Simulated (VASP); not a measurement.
Given:

```yaml
crystal:
  lattice:
    - [4.04588, 0.00000, 0.00000]
    - [0.00000, 4.04588, 0.00000]
    - [0.00000, 0.00000, 4.04588]
  atoms:
    - { symbol: Tl, position: [0.00000, 0.00000, 0.00000] }
    - { symbol: Br, position: [0.50000, 0.50000, 0.50000] }
```

Method: PBE GGA with spin-orbit coupling, VASP's PBE PAW potentials (set 64) (plane waves; VASP). Run with 400 eV cut-off, 6×6×6 Γ-centred mesh, Gaussian smearing of 0.050 eV, potentials Tl_d Br.

Question: What does the run give for the energy per atom (σ→0), band gap (on the k-mesh) with the smallest direct gap where there is one?

Answer: 
| Item | Result |
|---|---|
| band gap (on the k-mesh) | 1.55 eV |
| smallest direct gap (on the k-mesh) | 1.82 eV |
| energy per atom (σ→0) | -2.879 eV/atom |

Only differences to runs with the same potentials and settings are physical.

The structure comes from a computed database's TlBr entry (Pm-3m); how it stands against other phases isn't given here. It was relaxed first.
